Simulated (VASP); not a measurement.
An input for Quantum ESPRESSO's pw.x (written as the equivalent of a VASP run, and not itself run):

```
&CONTROL
  calculation = 'scf'
  pseudo_dir = './pseudo'
  outdir = './out'
  tprnfor = .true.
  tstress = .true.
/
&SYSTEM
  ibrav = 0
  nat = 4
  ntyp = 2
  ecutwfc = 82.3
  occupations = 'tetrahedra'
  input_dft = 'pbesol'
/
&ELECTRONS
  conv_thr = 7.3e-09
  electron_maxstep = 100
/
ATOMIC_SPECIES
  Pb 207.200 Pb.upf
  Te 127.600 Te.upf
CELL_PARAMETERS angstrom
     4.4740504    0.0000000    0.0000000
    -2.2370252    3.8746410   -0.0000000
     0.0000000   -0.0000000    7.8473079
ATOMIC_POSITIONS crystal
  Pb   0.0000000  0.0000000  0.0000000
  Pb   0.0000000  0.0000000  0.5000000
  Te   0.3333330  0.6666670  0.2500000
  Te   0.6666670  0.3333330  0.7500000
K_POINTS automatic
  9 9 5 0 0 0
```

**Question.** Translate this input to VASP (INCAR, KPOINTS, POSCAR, choice of POTCAR).

**Answer.** This is not unique; one that fits is 
**INCAR**
```
SYSTEM = PbTe
PREC = Accurate; ENCUT = 400; LREAL = .False.
LASPH = .True.
EDIFF = 1E-7; NELM = 100; ALGO = Normal
LMAXMIX = 4
ISMEAR = -5
GGA = PS
ISIF = 2
LWAVE = .False.; LCHARG = .True.; LORBIT = 11
NEDOS = 601
```

File POSCAR:
```
PbTe
4.474050
  1.0000000888   0.0000000000   0.0000000000
 -0.5000000444   0.8660254242   0.0000000000
  0.0000000000   0.0000000000   1.7539607102
Pb Te
2 2
Cart
  0.0000000000   0.0000000000   0.0000000000
  0.0000000000   0.0000000000   0.8769803551
 -0.0000005000   0.5773505715   0.4384901775
  0.5000005444   0.2886748527   1.3154705326
```

**KPOINTS**
```
Automatic mesh
0
G
  9 9 5
```

POTCAR, in this order: Pb_d Te (PBE.64 set). Program: vasp_std.

What does not carry over: the potentials are each code's own (VASP's PAW set, PseudoDojo norm-conserving files in pw.x), so ENCUT and ecutwfc are chosen apart and not converted; conv_thr bounds pw.x's estimated SCF error, while EDIFF bounds the energy change between steps.

The structure was generated: PbTe was put into the NiAs type type (P6_3/mmc), which need not be its known phase. It was relaxed first, which changed the volume by +22 %.
